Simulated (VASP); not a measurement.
A convergence study with VASP on AlN (space group F-43m): one setting is varied, all else stays as given below, so the limit is that of these other settings. Each run relaxes cell and ions from the cell shown. The basis is that of the starting cell, so low cut-offs carry a Pulay error.

```xyz
2
Lattice="0.0000 2.2010 2.2010 2.2010 0.0000 2.2010 2.2010 2.2010 0.0000" Properties=species:S:1:pos:R:3 pbc="T T T"
Al     0.0000     0.0000     0.0000
N      1.1005     1.1005     1.1005
```

The numbers are results of PBEsol GGA, VASP's PBE PAW potentials (set 64) (plane waves; VASP), not measurements. The tightest run used: 800 eV cut-off, 10×10×10 Γ-centred mesh, Fermi-Dirac smearing of 0.050 eV, potentials Al N.

Gaps are read on the run's mesh, which can miss a band edge.

| setting | relaxed volume (Å³/atom) | E (eV/atom) | gap on the mesh (eV) | plane waves |
|---|---|---|---|---|
| ENCUT = 200 | 8.535 | -8.4549 | 3.132 | 144 |
| ENCUT = 240 | 9.089 | -8.0638 | 3.147 | 190 |
| ENCUT = 280 | 9.554 | -7.8810 | 3.194 | 259 |
| ENCUT = 340 | 10.050 | -7.8223 | 3.200 | 318 |

**Question.** These are the cheaper rows. Estimate the results at ENCUT = 800, and how far the last row shown lies from them.

**Answer.** 
```json
[
 {"quantity": "relaxed volume (Å³/atom)", "tightest run": "10.487", "last row shown is off by": "-0.437"},
 {"quantity": "E (eV/atom)", "tightest run": "-7.8091", "last row shown is off by": "-0.0132"},
 {"quantity": "gap on the mesh (eV)", "tightest run": "3.184", "last row shown is off by": "0.016"}
]
```

Left out are rungs that failed or repeat a setting and relaxations that didn't move; long series are thinned to 24 rows.

The structure is a typed AlN crystal (space group no. 216).
